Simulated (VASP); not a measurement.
Method: PBEsol GGA, VASP's PBE PAW potentials (set 64) (plane waves; VASP).

VASP ran on this input.

### INCAR
```
# general
SYSTEM  = ScB
PREC    = Accurate
ENCUT   = 520   # plane-wave cut-off (eV)
LREAL   = .False.   # projection in real space or not
LASPH   = .True.

# electronic loop
EDIFF   = 1E-7
NELM    = 100
ALGO    = Normal   # blocked Davidson
LMAXMIX = 4   # l cut-off of mixed one-centre charges

# smearing
ISMEAR  = -5

# functional
GGA     = PS

# ions
ISIF    = 2

# output
LWAVE   = .False.
LCHARG  = .True.
LORBIT  = 11   # lm-projected
NEDOS   = 601

# other
LEFG    = .True.
```

File POSCAR:
```
ScB
3.1834850
  0.9999998932   0.0000000000   0.0000000000
 -0.4999999466   0.8660253460   0.0000000000
  0.0000000000   0.0000000000   2.1384522722
Sc B
2 2
direct
  1.0000000000   0.0000000000   1.0000000000
  1.0000000000   0.0000000000   0.5000000000
  0.3333330000   0.6666670000   0.2500000000
  0.6666670000   0.3333330000   0.7500000000
```

**KPOINTS**
```
Automatic mesh
0
Gamma
12 12 5
0 0 0
```

POTCAR, in this order: Sc_sv B (PBE.64 set). Program: vasp_std.

Output

### OUTCAR
```
 ion  position               nearest neighbor table
   1  0.000  0.000  0.000-   3 2.50   4 2.50   4 2.50   3 2.50   4 2.50   3 2.50   2 3.40   2 3.40
  LATTYP: Found a hexagonal cell.
 ALAT       =     3.1834846600
 C/A-ratio  =     2.1384525006
 Subroutine PRICEL returns:
 Original cell was already a primitive cell.
 Subroutine GETGRP returns: Found 24 space group operations
The static configuration has the point symmetry D_3d.
 The point group associated with its full space group is D_6h.
The dynamic configuration has the point symmetry D_3d.
 Subroutine INISYM returns: Found 24 space group operations
 Subroutine IBZKPT returns following result:
 Found     57 irreducible k-points:

 Following reciprocal coordinates:
            Coordinates               Weight
  0.000000  0.000000  0.000000      1.000000
  0.083333  0.000000  0.000000      6.000000
  0.166667 -0.000000  0.000000      6.000000
  0.250000  0.000000  0.000000      6.000000
  0.333333  0.000000  0.000000      6.000000
  0.416667 -0.000000  0.000000      6.000000
  0.500000  0.000000  0.000000      3.000000
  0.083333  0.083333  0.000000      6.000000
...
```

### OSZICAR
```
       N       E                     dE             d eps       ncg     rms          rms(c)
DAV:   1     0.353973584353E+03    0.35397E+03   -0.12941E+04  2060   0.161E+03
DAV:   2    -0.361588554533E+01   -0.35759E+03   -0.35371E+03  2804   0.639E+02
DAV:   3    -0.293029314601E+02   -0.25687E+02   -0.24791E+02  3518   0.182E+02
DAV:   4    -0.300444670751E+02   -0.74154E+00   -0.71926E+00  3252   0.256E+01
DAV:   5    -0.300542125148E+02   -0.97454E-02   -0.96057E-02  3236   0.292E+00    0.133E+01
DAV:   6    -0.260818621107E+02    0.39724E+01   -0.16926E+01  3086   0.385E+01    0.413E+00
DAV:   7    -0.259866634805E+02    0.95199E-01   -0.49521E-01  3460   0.709E+00    0.193E+00
DAV:   8    -0.259556553493E+02    0.31008E-01   -0.94935E-02  3328   0.239E+00    0.395E-01
DAV:   9    -0.259521008135E+02    0.35545E-02   -0.28316E-02  3086   0.163E+00    0.139E-01
DAV:  10    -0.259519242907E+02    0.17652E-03   -0.16969E-03  3498   0.511E-01    0.342E-02
DAV:  11    -0.259519311014E+02   -0.68107E-05   -0.42794E-05  3156   0.859E-02    0.103E-02
DAV:  12    -0.259519230523E+02    0.80490E-05   -0.13544E-05  3002   0.447E-02    0.411E-03
DAV:  13    -0.259519276427E+02   -0.45904E-05   -0.34879E-06  3104   0.176E-02    0.762E-04
DAV:  14    -0.259519269044E+02    0.73830E-06   -0.91168E-08  1370   0.447E-03    0.619E-04
DAV:  15    -0.259519269370E+02   -0.32573E-07   -0.30955E-08  1250   0.362E-03
   1 F= -.25951927E+02 E0= -.25951927E+02  d E =0.000000E+00
```

**OUTCAR**
```
------------------------ aborting loop because EDIFF is reached ----------------------------------------
  FORCE on cell =-STRESS in cart. coord.  units (eV):
  Direction    XX          YY          ZZ          XY          YZ          ZX
  --------------------------------------------------------------------------------------
  Total       -0.0800690     -0.0800690      0.1895466      0.0000000      0.0000000      0.0000000
  in kB       -2.1470223     -2.1470225      5.0826251      0.0000000      0.0000000      0.0000000
  external PRESSURE =       0.2628601 kB  Pullay stress =       0.0000000 kB
  volume of cell :       59.75
      direct lattice vectors                 reciprocal lattice vectors
     3.183484660  0.000000000  0.000000000     0.314121193  0.181357948  0.000000000
    -1.591742330  2.756978699  0.000000000     0.000000000  0.362715896  0.000000000
     0.000000000  0.000000000  6.807730732     0.000000000  0.000000000  0.146891826
 POSITION                                       TOTAL-FORCE (eV/Angst)
 -----------------------------------------------------------------------------------
      0.00000      0.00000      0.00000        -0.000000      0.000000     -0.000000
      0.00000      0.00000      3.40387        -0.000000      0.000000     -0.000000
     -0.00000      1.83799      1.70193         0.000000     -0.000000      0.000000
      1.59174      0.91899      5.10580         0.000000     -0.000000     -0.000000
 -----------------------------------------------------------------------------------
    total drift:                                0.000000     -0.000000     -0.000000
  FREE ENERGIE OF THE ION-ELECTRON SYSTEM (eV)
  ---------------------------------------------------
  free  energy   TOTEN  =       -25.9519269370 eV

  energy  without entropy=      -25.9519269370  energy(sigma->0) =      -25.95192694

 total charge

# of ion       s       p       d       tot
------------------------------------------
    1        2.247   6.209   1.062   9.518
    2        2.247   6.209   1.062   9.518
    3        0.767   0.876   0.000   1.643
    4        0.767   0.876   0.000   1.643
--------------------------------------------------
tot          6.029  14.170   2.124  22.322
```
(Selected blocks of OUTCAR.)

For a metal the tetrahedron method with Blöchl corrections gives inexact stress and forces.

The structure was generated: ScB was put into the NiAs type type (P6_3/mmc), which need not be its known phase. It was relaxed first, which changed the volume by -25 %.
